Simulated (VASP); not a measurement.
# CrGa11As12 (a cell with a defect) in VASP: notebook

One crystal, CrGa11As12 (a cell with a defect), is run at these levels: PBEsol+U; tasks: relaxation of the atoms, single point.

Everything below comes from runs of VASP 6.6.1. Logs are shortened: lines on timing, memory, paths and dates and some standing lists are left out, and cuts for length are marked.

**1. The structure**

The cell holds a defect, 24 atoms: a = 11.993 Å, b = 7.996 Å, c = 7.996 Å, α = 60.00°, β = 60.00°, γ = 60.00°.

**2. Relaxation of the atoms, PBEsol+U, collinear spin, ferromagnetic start (atoms moved at random, drawn with an rms of 0.05 Å)**

Input file INCAR:

```
SYSTEM = CrGa11As12
PREC = Accurate ; ENCUT = 350
EDIFF = 1E-5 ; ISMEAR = 0
SIGMA = 0.03 ; LREAL = Auto
LASPH = .True. ; NELM = 120
ALGO = Normal ; ISIF = 2
LWAVE = .False. ; LCHARG = .False.
ISPIN = 2 ; MAGMOM = 2 0 0 0 0 0 0 0 0 0 0 0 0 0 0 0 0 0 0 0 0 0 0 0
LORBIT = 11 ; NUPDOWN = 2
LMAXMIX = 4 ; LDAU = .True.
LDAUTYPE = 2 ; LDAUL = 2 -1 -1
LDAUU = 3 0 0 ; LDAUJ = 0 0 0
LDAUPRINT = 1 ; GGA = PS
IBRION = 2 ; NSW = 60
EDIFFG = -0.03 ; NELECT = 216.0
ISYM = 0 ; KPAR = 2
```

Input file KPOINTS:

```
Automatic mesh
0
Gamma
  2 2 2
  0 0 0
```

Input file POSCAR:

```
CrGa11As12
1.0
    0.0000000000      8.4805500000      8.4805500000
    5.6537000000      0.0000000000      5.6537000000
    5.6537000000      5.6537000000      0.0000000000
Cr Ga As
1 11 12
Direct
   -0.0012570000     -0.0011410000      0.0008630000
   -0.0005510000     -0.0023180000      0.5027240000
   -0.0007190000      0.5108560000     -0.0094390000
    0.0014300000      0.5026580000      0.4951550000
    0.3315600000     -0.0007080000     -0.0052810000
    0.3327130000     -0.0097170000      0.5016650000
    0.3325060000      0.5014560000     -0.0024810000
    0.3317590000      0.4991160000      0.5022640000
    0.6696860000      0.0041520000     -0.0087140000
    0.6667930000      0.0017770000      0.4996230000
    0.6686040000      0.5047850000     -0.0070880000
    0.6658820000      0.5009150000      0.4991700000
    0.0845360000      0.1262180000      0.1203600000
    0.0862310000      0.1226640000      0.6264160000
    0.0850840000      0.6214130000      0.1295650000
    0.0870140000      0.6228850000      0.6203420000
    0.4165460000      0.1260140000      0.1192030000
    0.4169950000      0.1249540000      0.6246500000
    0.4153830000      0.6283790000      0.1219150000
    0.4165120000      0.6305530000      0.6164520000
    0.7455760000      0.1320050000      0.1263590000
    0.7516780000      0.1210880000      0.6258890000
    0.7494620000      0.6259690000      0.1212740000
    0.7543240000      0.6133890000      0.6344460000
```

Potentials or basis: VASP PAW PBE potentials, release 64 (Cr_pv, Ga_d, As).

On the command line:

```bash
$ cat potpaw_PBE.64/Cr_pv/POTCAR potpaw_PBE.64/Ga_d/POTCAR potpaw_PBE.64/As/POTCAR > POTCAR
$ mpirun -np 4 vasp_std > vasp.out
```

OUTCAR:

```text
SYSTEM = CrGa11As12
   PREC = Accurate
   ENCUT = 350
   EDIFF = 1E-5
   ISMEAR = 0
   LREAL = Auto
   LASPH = .True.
   NELM = 120
   ISIF = 2
   ISPIN = 2
   LORBIT = 11
   NUPDOWN = 2
   GGA = PS
   IBRION = 2
   NSW = 60
   EDIFFG = -0.03
   NELECT = 216.0
   ISYM = 0

 ion  position               nearest neighbor table
   1  0.999  0.999  0.001-  14 2.44  13 2.45  15 2.46  21 2.48
   2  0.999  0.998  0.503-  22 2.43  16 2.45  14 2.47  13 2.50
   3  0.999  0.511  0.991-  16 2.42  23 2.45  15 2.47  13 2.51
   4  0.001  0.503  0.495-  15 2.39  24 2.42  16 2.44  14 2.48
   5  0.332  0.999  0.995-  18 2.42  13 2.42  19 2.42  17 2.47
   6  0.333  0.990  0.502-  20 2.35  14 2.41  17 2.50  18 2.51
[... 16 lines left out ...]
  23  0.749  0.626  0.121-  11 2.42   3 2.45  12 2.47   9 2.47
  24  0.754  0.613  0.634-  11 2.34   4 2.42  12 2.49  10 2.54

IMPORTANT INFORMATION: All symmetrisations will be switched off!
NOSYMM: (Re-)initialisation of all symmetry stuff for point group C_1.

----------------------------------------------------------------------------------------

                                     Primitive cell

  volume of cell :     542.1501

  direct lattice vectors                    reciprocal lattice vectors
     0.000000000  8.480550000  8.480550000    -0.058958440  0.058958440  0.058958440
     5.653700000  0.000000000  5.653700000     0.088437660 -0.088437660  0.088437660
     5.653700000  5.653700000  0.000000000     0.088437660  0.088437660 -0.088437660

  length of vectors
    11.993308826  7.995539218  7.995539218     0.102119014  0.153178521  0.153178521

  position of ions in fractional coordinates (direct lattice)
     0.998743000  0.998859000  0.000863000
     0.999449000  0.997682000  0.502724000
     0.999281000  0.510856000  0.990561000
     0.001430000  0.502658000  0.495155000
     0.331560000  0.999292000  0.994719000
     0.332713000  0.990283000  0.501665000
[... 16 lines left out ...]
     0.749462000  0.625969000  0.121274000
     0.754324000  0.613389000  0.634446000

  ion indices of the primitive-cell ions
   primitive index   ion index
                 1           1
                 2           2
                 3           3
                 4           4
                 5           5
                 6           6
[... 16 lines left out ...]
                23          23
                24          24

----------------------------------------------------------------------------------------

 KPOINTS: Automatic mesh

Automatic generation of k-mesh.
 Grid dimensions read from file:
 generate k-points for:    2    2    2

 Generating k-lattice:

  Cartesian coordinates                     Fractional coordinates (reciprocal lattice)
    -0.029479220  0.029479220  0.029479220     0.500000000  0.000000000  0.000000000
     0.044218830 -0.044218830  0.044218830     0.000000000  0.500000000  0.000000000
     0.044218830  0.044218830 -0.044218830     0.000000000  0.000000000  0.500000000

  Length of vectors
     0.051059507  0.076589260  0.076589260

  Shift w.r.t. Gamma in fractional coordinates (k-lattice)
     0.000000000  0.000000000  0.000000000

 Subroutine IBZKPT returns following result:
 ===========================================

 Found      8 irreducible k-points:

 Following reciprocal coordinates:
            Coordinates               Weight
  0.000000  0.000000  0.000000      1.000000
  0.500000  0.000000  0.000000      1.000000
  0.000000  0.500000  0.000000      1.000000
  0.000000  0.000000  0.500000      1.000000
  0.500000  0.000000  0.500000      1.000000
  0.500000  0.500000  0.000000      1.000000
  0.000000  0.500000  0.500000      1.000000
  0.500000  0.500000  0.500000      1.000000
   k-points           NKPTS =      8   k-points in BZ     NKDIM =      8   number of bands    NBANDS=    130
   number of dos      NEDOS =    301   number of ions     NIONS =     24
   total plane-waves  NPLWV = 200000
   dimension x,y,z NGX =    80 NGY =   50 NGZ =   50
[... 72 lines left out ...]

  FORCE on cell =-STRESS in cart. coord.  units (eV):
  Direction    XX          YY          ZZ          XY          YZ          ZX
  --------------------------------------------------------------------------------------
  -------------------------------------------------------------------------------------
  Total       14.0404185     13.7075659     13.6355142      1.6509379     -2.1045096     -0.4070513
  in kB       41.4926430     40.5089877     40.2960586      4.8788985     -6.2193065     -1.2029294
  external PRESSURE =      40.7658964 kB  Pullay stress =       0.0000000 kB
[... 155 lines left out ...]
  FREE ENERGIE OF THE ION-ELECTRON SYSTEM (eV)
  ---------------------------------------------------
  free  energy   TOTEN  =      -106.4330214929 eV

  energy  without entropy=     -106.4286384528  energy(sigma->0) =     -106.43082997

[... ionic steps 4 to 9 ...]

--------------------------------------- Ionic step       10  -------------------------------------------

 number of electron     216.0000018 magnetization       2.0000001

------------------------ aborting loop because EDIFF is reached ----------------------------------------
[... 105 lines left out ...]
  FREE ENERGIE OF THE ION-ELECTRON SYSTEM (eV)
  ---------------------------------------------------
  free  energy   TOTEN  =      -106.4475172228 eV

  energy  without entropy=     -106.4433711502  energy(sigma->0) =     -106.44544419

atom =   1  type =  1  l = 2

 onsite density matrix

spin component  1

  0.6746  0.0166 -0.0041 -0.0290 -0.0033
  0.0166  0.7018 -0.0014  0.0122  0.0023
 -0.0041 -0.0014  0.8773 -0.0003 -0.0004
 -0.0290  0.0122 -0.0003  0.6736 -0.0003
 -0.0033  0.0023 -0.0004 -0.0003  0.8780

spin component  2

  0.1086  0.0001  0.0009  0.0030  0.0006
  0.0001  0.1030  0.0011  0.0004 -0.0007
  0.0009  0.0011  0.0320 -0.0004  0.0046
  0.0030  0.0004 -0.0004  0.1092 -0.0002
  0.0006 -0.0007  0.0046 -0.0002  0.0265

 occupancies and eigenvectors

  o =  0.0239  v =  0.0000  0.0000  0.0000  0.0000  0.0000  0.0014 -0.0147  0.4919 -0.0001 -0.8705      0.0000  0.0000  0.0000  0.0000  0.0000  0.0000  0.0000  0.0000  0.0000  0.0000
  o =  0.0346  v =  0.0000  0.0000  0.0000  0.0000  0.0000 -0.0151 -0.0084  0.8704  0.0061  0.4919      0.0000  0.0000  0.0000  0.0000  0.0000  0.0000  0.0000  0.0000  0.0000  0.0000
  o =  0.1030  v =  0.0000  0.0000  0.0000  0.0000  0.0000 -0.0099 -0.9972 -0.0150  0.0717  0.0083      0.0000  0.0000  0.0000  0.0000  0.0000  0.0000  0.0000  0.0000  0.0000  0.0000
  o =  0.1059  v =  0.0000  0.0000  0.0000  0.0000  0.0000  0.7447 -0.0553  0.0120 -0.6649  0.0089      0.0000  0.0000  0.0000  0.0000  0.0000  0.0000  0.0000  0.0000  0.0000  0.0000
  o =  0.1119  v =  0.0000  0.0000  0.0000  0.0000  0.0000  0.6672  0.0468  0.0051  0.7434  0.0030      0.0000  0.0000  0.0000  0.0000  0.0000  0.0000  0.0000  0.0000  0.0000  0.0000
  o =  0.6384  v = -0.6785  0.3071 -0.0105 -0.6672 -0.0132  0.0000  0.0000  0.0000  0.0000  0.0000      0.0000  0.0000  0.0000  0.0000  0.0000  0.0000  0.0000  0.0000  0.0000  0.0000
  o =  0.7016  v =  0.5461 -0.3961  0.0082 -0.7380  0.0144  0.0000  0.0000  0.0000  0.0000  0.0000      0.0000  0.0000  0.0000  0.0000  0.0000  0.0000  0.0000  0.0000  0.0000  0.0000
  o =  0.7098  v =  0.4907  0.8652  0.0190 -0.1011 -0.0025  0.0000  0.0000  0.0000  0.0000  0.0000      0.0000  0.0000  0.0000  0.0000  0.0000  0.0000  0.0000  0.0000  0.0000  0.0000
  o =  0.8773  v = -0.0253 -0.0047  0.9237  0.0015  0.3822  0.0000  0.0000  0.0000  0.0000  0.0000      0.0000  0.0000  0.0000  0.0000  0.0000  0.0000  0.0000  0.0000  0.0000  0.0000
  o =  0.8782  v = -0.0064  0.0148 -0.3824  0.0011  0.9239  0.0000  0.0000  0.0000  0.0000  0.0000      0.0000  0.0000  0.0000  0.0000  0.0000  0.0000  0.0000  0.0000  0.0000  0.0000

--------------------------------------- Ionic step       12  -------------------------------------------

 number of electron     216.0000014 magnetization       2.0000001

 Free energy of the ion-electron system (eV)
  ---------------------------------------------------
  ext. energy  EPLUGINS =         0.00000000
  ---------------------------------------------------
  free energy    TOTEN  =      -106.44811642 eV

  energy without entropy =     -106.44397899  energy(sigma->0) =     -106.44604770

 E-fermi :   5.0672     XC(G=0):  -9.8099

 val. band max:        5.0565279102   @ k =   0.5000   0.0000   0.0000
 cond. band min:       3.8150008600   @ k =   0.5000   0.0000   0.5000
 fundamental gap:     -1.2415270502
 Fermi energy:         3.8133469784

 spin component 1

 k-point     1 :       0.0000    0.0000    0.0000
  band No.  band energies     occupation
      1     -39.9119      1.00000
      2     -39.8802      1.00000
      3     -39.8491      1.00000
      4     -11.0322      1.00000
      5     -11.0297      1.00000
      6     -11.0214      1.00000
[... 973 lines left out ...]
    119       6.7387      0.00000
    120       6.7652      0.00000
 Fermi energy:         5.0671683656

 spin component 2

 k-point     1 :       0.0000    0.0000    0.0000
  band No.  band energies     occupation
      1     -36.5459      1.00000
      2     -36.4748      1.00000
      3     -36.4076      1.00000
      4     -11.0436      1.00000
      5     -11.0399      1.00000
      6     -11.0340      1.00000
[... 973 lines left out ...]
    119       7.2570      0.00000
    120       7.4066      0.00000
 [bands above 120 left out]

------------------------ aborting loop because EDIFF is reached ----------------------------------------

  FORCE on cell =-STRESS in cart. coord.  units (eV):
  Direction    XX          YY          ZZ          XY          YZ          ZX
  --------------------------------------------------------------------------------------
  -------------------------------------------------------------------------------------
  Total       13.4576952     12.9101950     12.9157552      1.8590422     -1.9432623      1.7880202
  in kB       39.7705628     38.1525746     38.1690061      5.4938942     -5.7427839      5.2840081
  external PRESSURE =      38.6973812 kB  Pullay stress =       0.0000000 kB
[... 39 lines left out ...]
  FREE ENERGIE OF THE ION-ELECTRON SYSTEM (eV)
  ---------------------------------------------------
  free  energy   TOTEN  =      -106.4481164151 eV

  energy  without entropy=     -106.4439789891  energy(sigma->0) =     -106.44604770

 reached required accuracy - stopping structural energy minimisation

 total charge

# of ion       s       p       d       tot
------------------------------------------
    1        0.312   6.226   4.160  10.697
    2        0.902   0.801   9.993  11.696
    3        0.902   0.802   9.993  11.697
    4        0.901   0.802   9.994  11.696
    5        0.897   0.815   9.995  11.707
    6        0.900   0.809   9.994  11.702
[... 16 lines left out ...]
   23        1.217   1.603   0.033   2.853
   24        1.216   1.603   0.033   2.852
--------------------------------------------------
tot         24.825  34.322 114.496 173.643

 magnetization (x)

# of ion       s       p       d       tot
------------------------------------------
    1        0.034   0.012   3.414   3.460
    2       -0.013  -0.005  -0.005  -0.023
    3       -0.013  -0.005  -0.005  -0.023
    4       -0.012  -0.005  -0.005  -0.022
    5       -0.012  -0.010  -0.005  -0.027
    6       -0.024  -0.005  -0.004  -0.033
[... 16 lines left out ...]
   23       -0.013  -0.007  -0.002  -0.022
   24       -0.013  -0.005  -0.002  -0.020
--------------------------------------------------
tot         -0.323  -0.616   3.373   2.434
```

It took 31 min on 4 MPI ranks of Intel Xeon 6975P-C (Granite Rapids), shared host; peak memory 0.54 GiB.

Results:

```
Free energy                                           : -106.4481 eV
Energy gained by relaxing                             : 10.5 meV/atom
Ionic steps                                           : 12
Largest force after relaxing                          : 0.029 eV/Å
Net moment                                            : 2.00 μB per cell
Site moments                                          : Cr +3.46; Ga -0.02, -0.03; As -0.13, -0.02, -0.05, -0.03, -0.11 μB
Valence electrons inside the program's atomic spheres : Cr 10.70; Ga 11.70, 11.71; As 2.85, 2.86
```

Forces on the atoms (eV/Å):
```
Cr  -0.009 -0.012  0.006
Ga  -0.007  0.007 -0.009
Ga  -0.007  0.004  0.001
Ga   0.004  0.004  0.002
Ga  -0.008  0.022  0.007
Ga   0.004  0.006  0.004
Ga   0.005  0.001 -0.001
Ga   0.005 -0.013 -0.001
Ga  -0.011  0.011 -0.003
Ga  -0.003 -0.006 -0.003
Ga  -0.001 -0.007 -0.006
Ga   0.000 -0.002  0.006
As  -0.006  0.011 -0.004
As   0.005 -0.027  0.009
As   0.004 -0.001 -0.009
As  -0.001  0.000 -0.007
As   0.001  0.014  0.009
As   0.013 -0.015  0.005
As   0.000  0.008 -0.005
As   0.008  0.006 -0.003
As  -0.004  0.002  0.003
As   0.003 -0.006  0.008
As  -0.013  0.013 -0.013
As   0.019 -0.019  0.006
```

The path:
```csv
step,energy change (eV),largest force (eV/Å),pressure (GPa)
1,0.0000,1.2739,4.08
2,-0.2253,0.3320,3.92
3,-0.2371,0.1985,3.88
4,-0.2483,0.0874,3.86
5,-0.2500,0.0668,3.87
6,-0.2500,0.0659,3.88
7,-0.2512,0.0389,3.87
8,-0.2514,0.0376,3.87
9,-0.2515,0.0568,3.87
10,-0.2516,0.0462,3.87
11,-0.2516,0.0510,3.87
12,-0.2522,0.0292,3.87
```

Final structure:
```
CELL_PARAMETERS angstrom
0.00000 8.48055 8.48055
5.65370 0.00000 5.65370
5.65370 5.65370 0.00000
ATOMIC_POSITIONS crystal
Cr 0.99833 0.00018 0.00156
Ga 0.00140 0.00114 0.49749
Ga 0.00015 0.50345 0.99677
Ga 0.00149 0.49805 0.49869
Ga 0.33283 0.00056 0.99644
Ga 0.33446 0.99916 0.49570
Ga 0.33448 0.49910 0.99712
Ga 0.33524 0.49807 0.49739
Ga 0.66791 0.00188 0.99693
Ga 0.66655 0.99862 0.50067
Ga 0.66544 0.50303 0.99945
Ga 0.66772 0.49979 0.49814
As 0.08237 0.12746 0.12166
As 0.08417 0.12295 0.62652
As 0.08413 0.62529 0.12379
As 0.08513 0.62542 0.62154
As 0.41766 0.12395 0.12045
As 0.41609 0.12382 0.62344
As 0.41493 0.62709 0.12314
As 0.41741 0.62435 0.62230
As 0.74754 0.12779 0.12553
As 0.75104 0.12519 0.62296
As 0.74996 0.62769 0.12350
As 0.75131 0.62333 0.62417
```

Eigenvalues of the final occupation matrices:
```csv
site,spin,trace,eigenvalues
site 1 d,1,3.81,0.64 0.70 0.71 0.88 0.88
site 1 d,2,0.38,0.02 0.03 0.10 0.11 0.11
```

Caveat: the k mesh is coarse (spacing up to 0.48 Å⁻¹), so the values aren't converged; the cell is charged against a uniform background, so pressure and absolute levels hang on convention; the cutoff is under 1.25 times the usual one of these potentials, so pressure, stress and relaxed cells hold a basis-set (Pulay) error; the PAW data sets were made with another functional, which shifts forces and pressure a little; the total moment is fixed, so each spin has its own Fermi level; only a ferromagnetic start was run, and an antiferromagnetic order may lie lower in energy; the U is typed as a test and isn't derived for this compound.

(Part 1 of 2 ends here.)
